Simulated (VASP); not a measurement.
Energy against volume of Ca (fcc). Method: revTPSS meta-GGA, VASP's PBE PAW potentials (set 64) (plane waves; VASP).

```csv
V (Å³/atom),E (eV/atom)
39.687,-2.33709
40.953,-2.34440
42.220,-2.34683
43.486,-2.34501
44.753,-2.33953
```

Task: Fit a third-order Birch-Murnaghan equation of state.

Result: 
```json
{
 "volume_per_atom": "42.28 Å^3/atom",
 "bulk_modulus": "17.7 GPa",
 "pressure_derivative_of_the_bulk_modulus": "3.75",
 "lattice_constant_a": "5.530 Å"
}
```

Measured: a 5.553 Å at 0 K (computed value off by -0.4 %), as given by Gábor I. Csonka et al., Physical Review B (2009), arXiv:0903.4037 [low-temperature or extrapolated to 0 K; zero-point anharmonic expansion removed].

The compound is Ca in the fcc structure. It was relaxed first.
